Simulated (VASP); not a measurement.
ZnS: band gap against strain

ZnS (zinc blende, F-43m, 18.594 Å³/atom and stress up to 0.13 GPa in the relaxed cell, cube axes along x, y and z) under an equal strain ε along all three axes. LDA in VASP (plane waves, PAW), 480 eV, 10×10×10 Γ-centred mesh, Gaussian smearing 0.05 eV; ions are relaxed, or left where forces stay under 0.02 eV/Å, within the symmetry of each cell. Against the start cell, which lies near the measured one, the relaxed cell differs by -6.1 % in volume; the values below rest on it. Gaps are the smallest on the run's k-mesh, which can miss an edge that lies off it, without spin-orbit coupling; in all rows the valence edge lies at Γ and the conduction edge at Γ.

Here s stands for strain and Eg for gap.

```
strain (%)  gap (eV)
----------  --------
-1.50          2.366
-1.00          2.295
-0.50          2.225
0.00           2.156
0.50           2.087
1.00           2.020
1.50           1.953
3.00               ?
```

Question: Fit Eg against s with a straight line, and predict the withheld value at s = 3.00.

Answer: Means: s 0, Eg 2.1574. About the means, the sum of products is -0.96350 and the sum of squares of s is 7.0000; the slope is their ratio. Least squares gives Eg = 2.1574 - 0.13764·s. Residuals (row less fit): 0.0021, 0.0000, -0.0012, -0.0014, -0.0016, 0.0002, 0.0021; standard error 0.0017 (degrees of freedom: 5). Over these rows the gap moves by -13.76 ± 0.07 eV per unit strain, or -4.6 eV per unit of ln V. At the withheld row, Eg = 2.1574 - 0.13764 × 3.0 = 1.7445 eV. The calculation gives 1.759 eV, 0.0145 eV above the prediction (2.4 % of the range of Eg in the table). The row lies outside the fitted rows, so this is an extrapolation. From the scatter of the fitted rows alone, a prediction at this place has a standard error of 0.0027 eV, so the miss is 5.4 times that.

A polynomial of degree 2 through the 12 other runs of the series gives 1.759 there, so most of the miss is curvature that the fit leaves out. Other structures, which can take over under pressure, weren't tried. Rows are the converged runs of the series near zero and its far end; series whose fitted rows scatter by over a few per cent of the range, as at a crossing or softening among them, aren't shown in this form, nor equations of state whose B0' disagrees with the runs' pressures. Most that stay on the fit to the last digits aren't either.
